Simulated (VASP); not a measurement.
# InSb: how cutoff and mesh change the relaxed cell

How far does the relaxed cell of InSb depend on cutoff and k mesh? The starting structure is a measured crystal structure from the Crystallography Open Database.

Method: Kohn-Sham DFT with plane waves and PAW; PBEsol, in VASP 6.6.1.

## 1. Set-up

It takes space group F-43m (No. 216, cubic). Conventional cell: a = 6.478 Å, b = 6.478 Å, c = 6.478 Å, α = 90.00°, β = 90.00°, γ = 90.00°. Nearest to Sb lie 4 In at 2.81 Å. In has 4 Sb at 2.81 Å nearest. Farther neighbours are not listed.

Coordinates:

```cif
data_structure
_symmetry_space_group_name_H-M 'P 1'
_symmetry_Int_Tables_number 1
_cell_length_a 4.5808
_cell_length_b 4.5808
_cell_length_c 4.5808
_cell_angle_alpha 60.000
_cell_angle_beta 60.000
_cell_angle_gamma 60.000
_cell_volume 67.97
loop_
_atom_site_label
_atom_site_type_symbol
_atom_site_fract_x
_atom_site_fract_y
_atom_site_fract_z
_atom_site_occupancy
Sb1 Sb 0.75000 0.75000 0.75000 1
In2 In 0.00000 0.00000 0.00000 1
```

## 2. Reference relaxation

The input, INCAR:

```
SYSTEM = InSb
PREC = Accurate
ENCUT = 450
EDIFF = 1E-06
NELM = 100
ISMEAR = 1
SIGMA = 0.15
LREAL = .FALSE.
ALGO = Normal
GGA = PS
NBANDS = 15
LORBIT = 11
LWAVE = .FALSE.
LCHARG = .FALSE.
KPAR = 2
IBRION = 2
NSW = 50
ISIF = 3
EDIFFG = -0.01
```

The input, POSCAR:

```
InSb
1.0
    0.0000000000      3.2391000000      3.2391000000
    3.2391000000      0.0000000000      3.2391000000
    3.2391000000      3.2391000000      0.0000000000
Sb In
1 1
Direct
    0.7500000000      0.7500000000      0.7500000000
    0.0000000000      0.0000000000      0.0000000000
```

The input, KPOINTS:

```
Automatic mesh
0
Gamma
12 12 12
0 0 0
```

Potentials, in the order of the species: Sb and In_d (PBE family, release 64).

Started as:

```bash
mpirun -np 2 vasp_std
```

What it wrote:

```text
[banner, memory and clock lines left out]
running    2 mpi-ranks, on    1 nodes
 distrk:  each k-point on    1 cores,    2 groups
 distr:  one band on    1 cores,    1 groups

 POSCAR found type information on POSCAR SbIn
 POSCAR found :  2 types and       2 ions
|                                                                             |
|               ----> ADVICE to this user running VASP <----                  |
|                                                                             |
|     You enforced a specific xc type in the INCAR file but a different       |
|     [... a line on the potential file left out ...]
|     I HOPE YOU KNOW WHAT YOU ARE DOING!                                     |
|                                                                             |

 LDA part: xc-table for (Slater+PW92), standard interpolation
 POSCAR, INCAR and KPOINTS ok, starting setup
 FFT: planning ... GRIDC
 FFT: planning ... GRID_SOFT
 FFT: planning ... GRID
 WAVECAR not read
 entering main loop
       N       E                     dE             d eps       ncg     rms          rms(c)
DAV:   1     0.107675179712E+03    0.10768E+03   -0.73778E+03  2167   0.108E+03
DAV:   2    -0.101332810921E+01   -0.10869E+03   -0.10543E+03  2391   0.273E+02
DAV:   3    -0.765093985735E+01   -0.66376E+01   -0.66090E+01  2713   0.735E+01
DAV:   4    -0.783353006255E+01   -0.18259E+00   -0.18252E+00  2740   0.142E+01
DAV:   5    -0.784232657789E+01   -0.87965E-02   -0.87964E-02  3206   0.249E+00    0.406E+00
DAV:   6    -0.771994183252E+01    0.12238E+00   -0.18286E-01  3167   0.734E+00    0.230E+00
DAV:   7    -0.769654957167E+01    0.23392E-01   -0.69936E-02  2909   0.289E+00    0.612E-01
DAV:   8    -0.769575339699E+01    0.79617E-03   -0.78427E-03  2912   0.109E+00    0.260E-01
DAV:   9    -0.769614164577E+01   -0.38825E-03   -0.79021E-04  2468   0.262E-01    0.760E-02
DAV:  10    -0.769612829429E+01    0.13351E-04   -0.42003E-05  3012   0.481E-02    0.364E-02
DAV:  11    -0.769614847189E+01   -0.20178E-04   -0.33891E-05  2384   0.506E-02    0.224E-02
DAV:  12    -0.769614908528E+01   -0.61339E-06   -0.10667E-06  2054   0.987E-03
   1 F= -.76961491E+01 E0= -.76962023E+01  d E =-.769615E+01
 curvature:   0.00 expect dE= 0.000E+00 dE for cont linesearch  0.000E+00
 trial: gam= 0.00000 g(F)=  0.454E-48 g(S)=  0.104E-01 ort = 0.000E+00 (trialstep = 0.100E+01)
 search vector abs. value=  0.104E-01
 bond charge predicted
       N       E                     dE             d eps       ncg     rms          rms(c)
DAV:   1    -0.781934521974E+01   -0.12320E+00   -0.29993E+00  2776   0.322E+01    0.208E+00
DAV:   2    -0.771787568464E+01    0.10147E+00   -0.20587E-01  2664   0.916E+00    0.794E-01
DAV:   3    -0.770004115005E+01    0.17835E-01   -0.53606E-02  2797   0.425E+00    0.361E-01
DAV:   4    -0.769972993566E+01    0.31121E-03   -0.19164E-03  2328   0.403E-01    0.242E-01
DAV:   5    -0.769941510814E+01    0.31483E-03   -0.22306E-04  2788   0.119E-01    0.119E-01
DAV:   6    -0.769936442264E+01    0.50685E-04   -0.83629E-05  2891   0.870E-02    0.181E-02
DAV:   7    -0.769936561871E+01   -0.11961E-05   -0.60778E-06  2802   0.398E-02    0.702E-03
DAV:   8    -0.769936612010E+01   -0.50139E-06   -0.14059E-06  1430   0.198E-02
   2 F= -.76993661E+01 E0= -.76994224E+01  d E =-.321703E-02
 trial-energy change:   -0.003217  1 .order   -0.003307   -0.010350    0.003735
 step:   0.7272(harm=  0.7348)  dis= 0.00000  next Energy=    -7.699877 (dE=-0.373E-02)
 bond charge predicted
       N       E                     dE             d eps       ncg     rms          rms(c)
DAV:   1    -0.770891386678E+01   -0.95482E-02   -0.21653E-01  2762   0.828E+00    0.588E-01
DAV:   2    -0.770115902972E+01    0.77548E-02   -0.16181E-02  2671   0.265E+00    0.212E-01
DAV:   3    -0.769990426781E+01    0.12548E-02   -0.35862E-03  2783   0.110E+00    0.108E-01
DAV:   4    -0.769988371099E+01    0.20557E-04   -0.13057E-04  2321   0.994E-02    0.724E-02
DAV:   5    -0.769986801925E+01    0.15692E-04   -0.17611E-05  2703   0.350E-02    0.323E-02
DAV:   6    -0.769986916553E+01   -0.11463E-05   -0.60570E-06  3246   0.221E-02    0.594E-03
DAV:   7    -0.769986860247E+01    0.56306E-06   -0.40678E-07  1206   0.108E-02
   3 F= -.76998686E+01 E0= -.76999236E+01  d E =-.371952E-02
 curvature:  -0.37 expect dE=-0.394E-06 dE for cont linesearch -0.394E-06
 trial: gam= 0.00000 g(F)=  0.242E-46 g(S)=  0.107E-05 ort =-0.105E-03 (trialstep = 0.945E+00)
 search vector abs. value=  0.107E-05
 reached required accuracy - stopping structural energy minimisation
```

Elapsed: 68 s, on 2 MPI ranks of AMD EPYC 7R43, shared host; peak memory 0.38 GiB; 2.2 min of CPU time.

The logs omit lines about the potential files and the build; timing stands in the text.

Parts of OUTCAR (step 2):

```text
ion  position               nearest neighbor table
   1  0.750  0.750  0.750-   2 2.81   2 2.81   2 2.81   2 2.81
   2  0.000  0.000  0.000-   1 2.81   1 2.81   1 2.81   1 2.81

  LATTYP: Found a face centered cubic cell.
 ALAT       =     6.4782000000

 Subroutine GETGRP returns: Found 24 space group operations
 (whereof 24 operations were pure point group operations)

The static configuration has the point symmetry T_d .

 Found     72 irreducible k-points:

   k-points           NKPTS =     72   k-points in BZ     NKDIM =     72   number of bands    NBANDS=     15

   dimension x,y,z NGX =    32 NGY =   32 NGZ =   32
   dimension x,y,z NGXF=    64 NGYF=   64 NGZF=   64

   ENCUT  =  450.0 eV  33.07 Ry    5.75 a.u.   7.92  7.92  7.92*2*pi/ulx,y,z

   NELECT =      18.0000    total number of electrons

 k-points in reciprocal lattice and weights: Automatic mesh
   0.00000000  0.00000000  0.00000000       0.001
   0.08333333  0.00000000  0.00000000       0.005
   0.16666667  0.00000000  0.00000000       0.005
   0.25000000  0.00000000  0.00000000       0.005
   0.33333333  0.00000000  0.00000000       0.005
   0.41666667  0.00000000  0.00000000       0.005
   0.50000000  0.00000000  0.00000000       0.002
   0.08333333  0.08333333  0.00000000       0.003
   0.16666667  0.08333333  0.00000000       0.014
[...]
-0.33333333  0.50000000  0.16666667       0.007
  -0.25000000  0.50000000  0.25000000       0.003

 average (electrostatic) potential at core
       1 -87.2717       2 -96.2775

 E-fermi :   4.7805

 k-point     1 :       0.0000    0.0000    0.0000
  band No.  band energies     occupation
    ...
      6      -5.8684      2.00000
      7       4.3876      2.00134
      8       4.7588      1.24205
      9       4.7588      1.24205
     10       4.7588      1.24205
     11       7.6915     -0.00000
     12       7.6915     -0.00000
     13       7.6915     -0.00000
     14      10.3050      0.00000
     15      13.0036      0.00000

 k-point     2 :       0.0833    0.0000    0.0000
  band No.  band energies     occupation
    ...
      5      -9.6600      2.00000
      6      -5.8065      2.00000
      7       3.4404      2.00000
      8       4.6611      1.97815
      9       4.6611      1.97815
     10       5.4022     -0.00000
     11       7.8055      0.00000
     12       7.8280      0.00000
     13       7.8280      0.00000
     14      10.6943      0.00000
    ...

 k-point     3 :       0.1667    0.0000    0.0000
  band No.  band energies     occupation
    ...
      5      -9.6602      2.00000
      6      -5.6256      2.00000
      7       2.2644      2.00000
      8       4.4316      2.00486
      9       4.4316      2.00486
     10       5.6397     -0.00000
     11       8.1366      0.00000
     12       8.1366      0.00000
     13       8.3831      0.00000
     14      11.4313      0.00000
    ...

  Total       -0.0038496     -0.0038496     -0.0038496      0.0000000      0.0000000     -0.0000000
  in kB       -0.0889629     -0.0889629     -0.0889629      0.0000000      0.0000000     -0.0000000
  external PRESSURE =      -0.0889629 kB  Pullay stress =       0.0000000 kB

  energy-cutoff  :      450.00
  volume of cell :       69.33
      direct lattice vectors                 reciprocal lattice vectors
    -0.000000000  3.260586996  3.260586996    -0.153346622  0.153346622  0.153346622
     3.260586996  0.000000000  3.260586996     0.153346622 -0.153346622  0.153346622
     3.260586996  3.260586996 -0.000000000     0.153346622  0.153346622 -0.153346622

 POSITION                                       TOTAL-FORCE (eV/Angst)
 -----------------------------------------------------------------------------------
      4.89088      4.89088      4.89088        -0.000000     -0.000000     -0.000000
      0.00000      0.00000      0.00000         0.000000      0.000000      0.000000
 -----------------------------------------------------------------------------------
    total drift:                                0.000000      0.000000      0.000000

  FREE ENERGIE OF THE ION-ELECTRON SYSTEM (eV)
  ---------------------------------------------------
  free  energy   TOTEN  =        -7.6998686025 eV

  energy  without entropy=       -7.7000337258  energy(sigma->0) =       -7.69992364

 reached required accuracy - stopping structural energy minimisation

 total charge
# of ion       s       p       d       tot
------------------------------------------
    1        1.141   1.318   0.019   2.478
    2        0.872   0.700   9.864  11.436
--------------------------------------------------
tot          2.013   2.018   9.883  13.913

[... 3 further parts left out ...]
```

The PAW data sets were made with PBE, which is usual practice but a small mismatch for other functionals. The run keeps the 24 symmetry operations of its start, so it cannot find a distortion of lower symmetry.

The reference relaxation ends at 34.665 Å³ an atom.

## 3. Relaxation with a cutoff of 240 eV

Against step 2 the input has ENCUT = 240.

INCAR, as its differences from that of step 2:

```diff
@@ -2,3 +2,3 @@
 PREC = Accurate
-ENCUT = 450
+ENCUT = 240
 EDIFF = 1E-06
```

POSCAR is that of step 2.

KPOINTS is that of step 2.

Started as:

```bash
mpirun -np 2 vasp_std
```

What it wrote:

```text
[banner, memory and clock lines left out]
running    2 mpi-ranks, on    1 nodes
[...]
[... a notice as in an earlier step ...]

 LDA part: xc-table for (Slater+PW92), standard interpolation
 POSCAR, INCAR and KPOINTS ok, starting setup
[...]
entering main loop
       N       E                     dE             d eps       ncg     rms          rms(c)
DAV:   1     0.840056807054E+02    0.84006E+02   -0.54038E+03  2232   0.654E+02
DAV:   2    -0.375252566215E+01   -0.87758E+02   -0.85829E+02  2475   0.213E+02
DAV:   3    -0.776292102326E+01   -0.40104E+01   -0.40023E+01  2727   0.513E+01
DAV:   4    -0.783605973057E+01   -0.73139E-01   -0.73130E-01  2804   0.810E+00
[...]
DAV:  10    -0.769367220894E+01    0.30614E-07   -0.30101E-05  2950   0.370E-02    0.376E-02
DAV:  11    -0.769369167500E+01   -0.19466E-04   -0.31591E-05  2405   0.443E-02    0.232E-02
DAV:  12    -0.769369225695E+01   -0.58194E-06   -0.10249E-06  1970   0.981E-03
   1 F= -.76936923E+01 E0= -.76937454E+01  d E =-.769369E+01
[...]
DAV:   5    -0.769430170747E+01    0.80420E-04   -0.72658E-05  2524   0.612E-02    0.544E-02
DAV:   6    -0.769429180348E+01    0.99040E-05   -0.21699E-05  3004   0.376E-02    0.148E-02
DAV:   7    -0.769429236492E+01   -0.56144E-06   -0.16117E-06  2246   0.161E-02
   2 F= -.76942924E+01 E0= -.76943467E+01  d E =-.600108E-03
 trial-energy change:   -0.000600  1 .order   -0.000660   -0.003095    0.001776
 step:   0.6181(harm=  0.6354)  dis= 0.00000  next Energy=    -7.694635 (dE=-0.943E-03)
[...]
N       E                     dE             d eps       ncg     rms          rms(c)
DAV:   1    -0.769996096696E+01   -0.56692E-02   -0.12473E-01  2748   0.566E+00    0.445E-01
DAV:   2    -0.769542009337E+01    0.45409E-02   -0.85846E-03  2664   0.171E+00    0.163E-01
DAV:   3    -0.769466797329E+01    0.75212E-03   -0.20435E-03  2762   0.744E-01    0.830E-02
DAV:   4    -0.769465625014E+01    0.11723E-04   -0.60837E-05  2335   0.632E-02    0.571E-02
DAV:   5    -0.769464873396E+01    0.75162E-05   -0.11112E-05  2489   0.257E-02    0.208E-02
DAV:   6    -0.769464947718E+01   -0.74321E-06   -0.30406E-06  2664   0.145E-02
   3 F= -.76946495E+01 E0= -.76947032E+01  d E =-.957220E-03
[...]
reached required accuracy - stopping structural energy minimisation
```

It took 39 s on 2 MPI ranks; peak memory 0.24 GiB; 76 s of CPU time.

From OUTCAR (step 3):

```text
  Total        0.0026625      0.0026625      0.0026625      0.0000000      0.0000000      0.0000000
  in kB        0.0621841      0.0621841      0.0621841      0.0000000      0.0000000      0.0000000
  external PRESSURE =       0.0621841 kB  Pullay stress =       0.0000000 kB

 POSITION                                       TOTAL-FORCE (eV/Angst)
 -----------------------------------------------------------------------------------
      4.87363      4.87363      4.87363        -0.000000     -0.000000     -0.000000
      0.00000      0.00000      0.00000         0.000000      0.000000      0.000000
 -----------------------------------------------------------------------------------
    total drift:                               -0.000001     -0.000001     -0.000000

  FREE ENERGIE OF THE ION-ELECTRON SYSTEM (eV)
  ---------------------------------------------------
  free  energy   TOTEN  =        -7.6946494772 eV

  energy  without entropy=       -7.6948105014  energy(sigma->0) =       -7.69470315

[... 2 parts as in an earlier step ...]

[... 2 further parts left out ...]
[key lines of the parts left out:]
E-fermi :   4.8910
```

With a cutoff of 240 eV the cell ends at 34.299 Å³ an atom, -1.05 % from the reference.

## 4. Relaxation with a 7×7×7 mesh

Against step 2 the input has a 7×7×7 mesh.

INCAR, as its differences from that of step 3:

```diff
@@ -2,3 +2,3 @@
 PREC = Accurate
-ENCUT = 240
+ENCUT = 450
 EDIFF = 1E-06
```

POSCAR is that of step 3.

The input, KPOINTS:

```
Automatic mesh
0
Gamma
7 7 7
0 0 0
```

Started as:

```bash
mpirun -np 2 vasp_std
```

What it wrote:

```text
[... set-up lines as in an earlier step ...]
 entering main loop
       N       E                     dE             d eps       ncg     rms          rms(c)
DAV:   1     0.106939470872E+03    0.10694E+03   -0.73419E+03   608   0.106E+03
DAV:   2    -0.957652372828E+00   -0.10790E+03   -0.10484E+03   642   0.271E+02
DAV:   3    -0.764732451879E+01   -0.66897E+01   -0.66632E+01   775   0.736E+01
DAV:   4    -0.782686285257E+01   -0.17954E+00   -0.17950E+00   735   0.142E+01
[...]
DAV:  10    -0.768560962183E+01    0.67191E-05   -0.44011E-05   838   0.457E-02    0.397E-02
DAV:  11    -0.768563036623E+01   -0.20744E-04   -0.33369E-05   663   0.444E-02    0.227E-02
DAV:  12    -0.768563107198E+01   -0.70575E-06   -0.11118E-06   533   0.670E-03
   1 F= -.76856311E+01 E0= -.76856540E+01  d E =-.768563E+01
[...]
N       E                     dE             d eps       ncg     rms          rms(c)
DAV:   1    -0.781793168683E+01   -0.13230E+00   -0.32242E+00   761   0.334E+01    0.215E+00
[...]
DAV:   7    -0.768907512750E+01   -0.13465E-05   -0.68303E-06   772   0.429E-02    0.691E-03
DAV:   8    -0.768907553999E+01   -0.41250E-06   -0.17989E-06   391   0.237E-02
   2 F= -.76890755E+01 E0= -.76891355E+01  d E =-.344447E-02
 trial-energy change:   -0.003444  1 .order   -0.003520   -0.011131    0.004091
 step:   0.7253(harm=  0.7312)  dis= 0.00000  next Energy=    -7.689639 (dE=-0.401E-02)
[...]
N       E                     dE             d eps       ncg     rms          rms(c)
DAV:   1    -0.769947964071E+01   -0.10405E-01   -0.23562E-01   761   0.864E+00    0.614E-01
DAV:   2    -0.769103146279E+01    0.84482E-02   -0.17617E-02   747   0.277E+00    0.222E-01
DAV:   3    -0.768966355332E+01    0.13679E-02   -0.39026E-03   768   0.115E+00    0.113E-01
DAV:   4    -0.768964096620E+01    0.22587E-04   -0.14225E-04   656   0.104E-01    0.760E-02
DAV:   5    -0.768962345074E+01    0.17515E-04   -0.19404E-05   754   0.365E-02    0.339E-02
DAV:   6    -0.768962455914E+01   -0.11084E-05   -0.66275E-06   870   0.231E-02    0.637E-03
DAV:   7    -0.768962396235E+01    0.59679E-06   -0.45556E-07   349   0.115E-02
   3 F= -.76896240E+01 E0= -.76896705E+01  d E =-.399289E-02
[...]
reached required accuracy - stopping structural energy minimisation
```

The job ended after 48 s (2 MPI ranks; peak memory 0.31 GiB; 94 s of CPU time).

OUTCAR, selected parts (step 4):

```text
  Total       -0.0038570     -0.0038570     -0.0038570     -0.0000000      0.0000000      0.0000000
  in kB       -0.0890724     -0.0890724     -0.0890724     -0.0000000      0.0000000      0.0000000
  external PRESSURE =      -0.0890724 kB  Pullay stress =       0.0000000 kB

 POSITION                                       TOTAL-FORCE (eV/Angst)
 -----------------------------------------------------------------------------------
      4.89199      4.89199      4.89199        -0.000000     -0.000000     -0.000000
      0.00000      0.00000      0.00000         0.000000      0.000000      0.000000
 -----------------------------------------------------------------------------------
    total drift:                                0.000000      0.000000      0.000000

  FREE ENERGIE OF THE ION-ELECTRON SYSTEM (eV)
  ---------------------------------------------------
  free  energy   TOTEN  =        -7.6896239624 eV

  energy  without entropy=       -7.6897634932  energy(sigma->0) =       -7.68967047

[... 1 part as in an earlier step ...]

[... 3 further parts left out ...]
[key lines of the parts left out:]
E-fermi :   4.7699
```

With a 7×7×7 mesh the cell ends at 34.688 Å³ an atom, +0.07 % from the reference.

(Continued in part 2 of 2.)

[Lines on the potential files, build, host, timing and source positions are cut from VASP's logs without a mark.]

[Logs are printed without paths, hosts, clocks, repeated set-up lines and the standing remarks that a program may print on its own settings, such as how far it seeks lower states.]

[Hosts, paths, dates, database ids (printed as entryN), source tags and the programs' standing remarks are cut or masked in the printed files.]
